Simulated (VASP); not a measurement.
These are AM05 GGA, VASP's PBE PAW potentials (set 64) (plane waves; VASP) values and carry that method's errors.

Input for VASP

File KPOINTS:
```
k-points along high-symmetry lines
10
Line-mode
Reciprocal
  0.000000   0.000000   0.000000 ! GAMMA
  0.000000   0.500000   0.000000 ! X

  0.000000   0.500000   0.000000 ! X
  0.500000   0.500000   0.000000 ! M

  0.500000   0.500000   0.000000 ! M
  0.000000   0.000000   0.000000 ! GAMMA

  0.000000   0.000000   0.000000 ! GAMMA
  0.000000   0.000000   0.500000 ! Z

  0.000000   0.000000   0.500000 ! Z
  0.000000   0.500000   0.500000 ! R

  0.000000   0.500000   0.500000 ! R
  0.500000   0.500000   0.500000 ! A

  0.500000   0.500000   0.500000 ! A
  0.000000   0.000000   0.500000 ! Z

  0.000000   0.500000   0.000000 ! X
  0.000000   0.500000   0.500000 ! R

  0.500000   0.500000   0.000000 ! M
  0.500000   0.500000   0.500000 ! A
```

### POSCAR
```
MgH2
4.5010090
  0.9999999946   0.0000000000   0.0000000000
  0.0000000000   0.9999999946   0.0000000000
  0.0000000000   0.0000000000   0.6678320498
Mg H
2 4
Cart
  0.0000000000   0.0000000000   0.0000000000
  0.4999999973   0.4999999973   0.3339160249
  0.3042979967   0.3042979967   0.0000000000
  0.8042979940   0.1957020007   0.3339160249
  0.1957020007   0.8042979940   0.3339160249
  0.6957019980   0.6957019980   0.0000000000
```

**INCAR**
```
! general
SYSTEM  =  MgH2
PREC    =  Accurate
ENCUT   =  520
LREAL   =  F   ! projection in real space or not
LASPH   =  T   ! aspherical one-centre terms
ICHARG  =  11   ! fixed density

! electronic loop
EDIFF   =  1E-7   ! SCF stop (eV)
NELM    =  100
ALGO    =  Normal   ! blocked Davidson

! smearing
ISMEAR  =  0
SIGMA   =  0.05   ! width (eV)

! functional
GGA     =  AM   ! AM05

! output
LWAVE   =  F
LCHARG  =  F
LORBIT  =  11   ! lm-projected
```

POTCAR, in this order: Mg H (PBE.64 set). Program: vasp_std. Read from the step before: CHGCAR.

The resulting files:

**OSZICAR**
```
       N       E                     dE             d eps       ncg     rms          rms(c)
DAV:   1     0.191557336417E+01    0.19156E+01   -0.31780E+03  1448   0.759E+02
DAV:   2    -0.166374913156E+02   -0.18553E+02   -0.17240E+02  2144   0.747E+01
DAV:   3    -0.171238105071E+02   -0.48632E+00   -0.48632E+00  1872   0.178E+01
DAV:   4    -0.171249232568E+02   -0.11127E-02   -0.11127E-02  1904   0.831E-01
DAV:   5    -0.171249294818E+02   -0.62251E-05   -0.62251E-05  1872   0.496E-02
DAV:   6    -0.171249295753E+02   -0.93418E-07   -0.93418E-07  1936   0.496E-03
   1 F= -.17124930E+02 E0= -.17124930E+02  d E =-.298382E-13
```

**OUTCAR**
```
 val. band max:       -0.4443211653   @ k =   0.1667   0.1667   0.0000

 cond. band min:       3.0898830609   @ k =   0.3889   0.3889   0.5000



 k-point     1 :       0.0000    0.0000    0.0000
  band No.  band energies     occupation
      1      -7.0198      2.00000
      2      -1.9464      2.00000
      3      -1.9464      2.00000
      4      -0.9006      2.00000
      5       4.0393      0.00000
      6       4.4694      0.00000
      7       8.5680      0.00000
      8       8.5680      0.00000

 k-point     2 :       0.0000    0.0556    0.0000
  band No.  band energies     occupation
      1      -6.9991      2.00000
      2      -2.0941      2.00000
      3      -1.9321      2.00000
      4      -0.8171      2.00000
      5       4.0987      0.00000
      6       4.4734      0.00000
      7       8.3399      0.00000
      8       8.6304      0.00000

 k-point     3 :       0.0000    0.1111    0.0000
  band No.  band energies     occupation
      1      -6.9370      2.00000
      2      -2.4352      2.00000
      3      -1.8897      2.00000
      4      -0.6636      2.00000
      5       4.1766      0.00000
      6       4.5914      0.00000
      7       7.8593      0.00000
      8       8.8051      0.00000

 k-point     4 :       0.0000    0.1667    0.0000
  band No.  band energies     occupation
      1      -6.8338      2.00000
      2      -2.8555      2.00000
      3      -1.8199      2.00000
      4      -0.5410      2.00000
      5       4.1474      0.00000
      6       4.9614      0.00000
      7       7.3197      0.00000
      8       9.0627      0.00000

 k-point     5 :       0.0000    0.2222    0.0000
  band No.  band energies     occupation
      1      -6.6899      2.00000
      2      -3.3042      2.00000
      3      -1.7241      2.00000
      4      -0.4809      2.00000
      5       4.0968      0.00000
      6       5.5065      0.00000
      7       6.7846      0.00000
      8       9.3726      0.00000
...
```

The density is held fixed in this step, so its total energy and stress have no physical meaning.

The compound is MgH2 in the rutile structure. It was relaxed first.
